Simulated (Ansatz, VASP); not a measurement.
**One calculation of Cu2W, two programs**

```
Cu W
1.0
     2.56974    0.00000    0.00000
     0.00000    2.56974    0.00000
     0.00000    0.00000    6.55172
Cu W
2 1
Cartesian
  1.2849 1.2849 2.0722
  1.2849 1.2849 4.4795
  0.0000 0.0000 0.0000
```

Change from the starting cell: species swapped into the Ga2Cu type (P4/mmm, No. 123).

Alike in both runs: functional PBE; k mesh 6 × 6 × 4; occupations gaussian, width 0.1 eV; no spin polarisation.

Ansatz relaxed the structure, and its values are those at the end. VASP's run is a single point on that final structure, the one shown.

```csv
,VASP,Ansatz
version,VASP 6.6.1,Ansatz 0.2.0
potentials or method,"VASP PAW PBE potentials, release 64 (Cu, W_sv)","scalar-relativistic, plane waves, PAW"
plane-wave cutoff (eV),520,420
valence electrons in the cell,36,52
```

|  | VASP | Ansatz | Ansatz less VASP |
| --- | --- | --- | --- |
| gap on the k mesh at the Fermi level (eV) | none | none | - |
| pressure (GPa) | 0.6 | 0.0 | -0.63 |
| rms of the force components (eV/Å) | 0.007 | 0.001 | -0.0057 |

A gap of «none» marks a metal or a gap that the smearing closes. The functional is the same, so the differences come from potentials, cutoffs and numerics. The two sets of potentials don't hold the same shells in valence.

Caveats: the k mesh is coarse (spacing up to 0.41 Å⁻¹), so the values aren't converged. The runs have no spin-orbit coupling, so splittings on W are missing.
